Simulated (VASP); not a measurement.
Here is the system:

```
CELL_PARAMETERS angstrom
      4.02809     0.00000     0.00000
     -2.01404     3.48842     0.00000
      0.00000     0.00000     4.01441
ATOMIC_POSITIONS crystal
  Y  0.00000 0.00000 0.00000
  Si 0.33333 0.66667 0.50000
  Si 0.66667 0.33333 0.50000
```

Calculation: SCAN meta-GGA, VASP's PBE PAW potentials (set 64) (plane waves; VASP 6.6.1). Numerical set-up: 400 eV cut-off, 10×10×9 Γ-centred mesh, tetrahedra with Blöchl corrections, potentials Y_sv Si.

Q: Estimate the energy per atom (σ→0), band gap (over mesh and band path) with the smallest direct gap where there is one.

A: 
band gap (over mesh and band path): none (metal, semimetal or under 0.01 eV)
energy per atom (σ→0): -16.475 eV/atom

Only differences to runs with the same potentials and settings are physical.

The structure comes from a measured YSi2 entry (P6/mmm) of the Crystallography Open Database, whose conditions weren't checked. It was relaxed first, which changed the volume by +7 %. The electron count is odd and the run is not spin-polarised, which forces a metal.
